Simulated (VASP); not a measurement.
Output of a VASP run:

OSZICAR:
```
       N       E                     dE             d eps       ncg     rms          rms(c)
DAV:   1     0.314712177611E+03    0.31471E+03   -0.25642E+04   986   0.153E+03
DAV:   2    -0.591950440118E+02   -0.37391E+03   -0.36511E+03  1321   0.340E+02
DAV:   3    -0.802403573615E+02   -0.21045E+02   -0.20985E+02  1156   0.915E+01
DAV:   4    -0.805259288998E+02   -0.28557E+00   -0.28512E+00  1172   0.115E+01
DAV:   5    -0.805315325630E+02   -0.56037E-02   -0.56014E-02  1131   0.159E+00    0.247E+01
DAV:   6    -0.710915449022E+02    0.94400E+01   -0.43156E+01  1131   0.366E+01    0.113E+01
DAV:   7    -0.711247063982E+02   -0.33161E-01   -0.10221E+00  1224   0.555E+00    0.437E+00
DAV:   8    -0.711297193275E+02   -0.50129E-02   -0.47538E-02  1151   0.184E+00    0.155E+00
DAV:   9    -0.711418867158E+02   -0.12167E-01   -0.21901E-02  1131   0.123E+00    0.351E-01
DAV:  10    -0.711436017190E+02   -0.17150E-02   -0.43025E-03  1141   0.386E-01    0.106E-01
DAV:  11    -0.711434694365E+02    0.13228E-03   -0.14050E-03  1151   0.226E-01    0.164E-02
DAV:  12    -0.711434770109E+02   -0.75744E-05   -0.33357E-05  1146   0.376E-02    0.150E-02
DAV:  13    -0.711434791620E+02   -0.21511E-05   -0.13133E-05  1146   0.213E-02    0.306E-03
DAV:  14    -0.711434796511E+02   -0.48907E-06   -0.43569E-07   733   0.436E-03
   1 F= -.71143480E+02 E0= -.71143480E+02  d E =-.711435E+02
       N       E                     dE             d eps       ncg     rms          rms(c)
DAV:   1    -0.711449649605E+02   -0.14858E-02   -0.11809E-01  1086   0.250E+00    0.338E-01
DAV:   2    -0.711434520647E+02    0.15129E-02   -0.70418E-03  1141   0.546E-01    0.855E-02
DAV:   3    -0.711433849768E+02    0.67088E-04   -0.51838E-04  1152   0.132E-01    0.374E-02
DAV:   4    -0.711433688412E+02    0.16136E-04   -0.68519E-05  1151   0.541E-02    0.191E-02
DAV:   5    -0.711433668292E+02    0.20120E-05   -0.12021E-05  1141   0.226E-02    0.513E-03
DAV:   6    -0.711433669881E+02   -0.15896E-06   -0.72574E-07   688   0.596E-03
   2 F= -.71143367E+02 E0= -.71143367E+02  d E =0.112663E-03
       N       E                     dE             d eps       ncg     rms          rms(c)
DAV:   1    -0.711441629617E+02   -0.79613E-03   -0.37139E-02  1081   0.140E+00    0.191E-01
DAV:   2    -0.711436746903E+02    0.48827E-03   -0.22233E-03  1131   0.307E-01    0.486E-02
DAV:   3    -0.711436525347E+02    0.22156E-04   -0.16432E-04  1147   0.739E-02    0.216E-02
DAV:   4    -0.711436467483E+02    0.57864E-05   -0.21689E-05  1141   0.303E-02    0.110E-02
DAV:   5    -0.711436448834E+02    0.18649E-05   -0.36900E-06  1008   0.127E-02    0.279E-03
DAV:   6    -0.711436448204E+02    0.62976E-07   -0.30362E-07   638   0.381E-03
   3 F= -.71143645E+02 E0= -.71143645E+02  d E =-.165169E-03
       N       E                     dE             d eps       ncg     rms          rms(c)
DAV:   1    -0.711436784495E+02   -0.33566E-04   -0.33748E-02   996   0.130E+00    0.550E-02
DAV:   2    -0.711437206607E+02   -0.42211E-04   -0.74546E-04  1156   0.180E-01    0.217E-02
DAV:   3    -0.711437132092E+02    0.74515E-05   -0.19398E-05  1157   0.316E-02    0.112E-02
DAV:   4    -0.711437115905E+02    0.16187E-05   -0.54914E-06  1133   0.181E-02    0.344E-03
DAV:   5    -0.711437117672E+02   -0.17672E-06   -0.76750E-07   643   0.667E-03
   4 F= -.71143712E+02 E0= -.71143712E+02  d E =-.669468E-04
```

### OUTCAR
```
------------------------ aborting loop because EDIFF is reached ----------------------------------------
  FORCE on cell =-STRESS in cart. coord.  units (eV):
  Direction    XX          YY          ZZ          XY          YZ          ZX
  --------------------------------------------------------------------------------------
  Total        0.0981904      0.0981904      0.0358817      0.0000000      0.0000000      0.0000000
  in kB        1.3147044      1.3147045      0.4804315      0.0000000      0.0000000      0.0000000
  external PRESSURE =       1.0366135 kB  Pullay stress =       0.0000000 kB
  volume of cell :      119.66
      direct lattice vectors                 reciprocal lattice vectors
     2.505243312 -4.339208824 -0.000000000     0.199581413 -0.115228379  0.000000000
     2.505243312  4.339208824 -0.000000000     0.199581413  0.115228379 -0.000000000
     0.000000000  0.000000000  5.503780155     0.000000000  0.000000000  0.181693304
 POSITION                                       TOTAL-FORCE (eV/Angst)
 -----------------------------------------------------------------------------------
      1.18952      2.06031      1.83459         0.008517      0.014752      0.000000
      2.63145      0.00000      5.50378        -0.017034      0.000000      0.000000
      1.18952     -2.06031      3.66919         0.008517     -0.014752      0.000000
      1.68777      0.67612      1.14313        -0.003626     -0.007948     -0.016348
      3.58106      1.12359      4.81232         0.008696      0.000834     -0.016348
      2.24690     -2.53950      2.52606        -0.005071     -0.007114      0.016348
      3.58106     -1.12359      0.69146         0.008696     -0.000834      0.016348
      1.68777     -0.67612      4.36065        -0.003626      0.007948      0.016348
      2.24690      2.53950      2.97772        -0.005071      0.007114     -0.016348
 -----------------------------------------------------------------------------------
    total drift:                               -0.001491      0.000980      0.000001
  FREE ENERGIE OF THE ION-ELECTRON SYSTEM (eV)
  ---------------------------------------------------
  free  energy   TOTEN  =       -71.1437117672 eV

  energy  without entropy=      -71.1437117672  energy(sigma->0) =      -71.14371177

 reached required accuracy - stopping structural energy minimisation
```
(Selected blocks of OUTCAR.)

**POSCAR**
```
SiO2
1
    2.5060979108    -4.3406890321    -0.0000000000
    2.5060979108     4.3406890321     0.0000000000
    0.0000000000     0.0000000000     5.5081091278
Si O
3 6
Direct
  1.0000000000   0.4748633964   0.3333330000
  0.5251366036   0.5251366036   0.0000000000
  0.4748633964   1.0000000000   0.6666670000
  0.2591212530   0.4148052855   0.2079048862
  0.5851947145   0.8443159675   0.8745718862
  0.7408787470   0.1556840325   0.4587611138
  0.8443159675   0.5851947145   0.1254281138
  0.4148052855   0.2591212530   0.7920951138
  0.1556840325   0.7408787470   0.5412388862
```

**Question.** Write an INCAR and KPOINTS that could have produced this output.

**Answer.** One answer among several that fit: the input of the run itself, PBE GGA, plane waves, VASP's PBE PAW potentials (set 64).

INCAR:
```
SYSTEM = SiO2
PREC = Accurate; ENCUT = 520; LREAL = .FALSE.
LASPH = .TRUE.
EDIFF = 1E-6; NELM = 100; ALGO = Normal
ISMEAR = 0; SIGMA = 0.05
GGA = PE
IBRION = 2; NSW = 60; ISIF = 3
EDIFFG = -0.02
LWAVE = .FALSE.; LCHARG = .FALSE.
```

File KPOINTS:
```
kpoints
0
gamma
5 5 4
```

POTCAR, in this order: Si O (PBE.64 set). Program: vasp_std.

The compound is SiO2 in the quartz structure. This run relaxes it. Symmetry was kept, so distortions that lower it aren't found. The start is the result of an earlier pass.
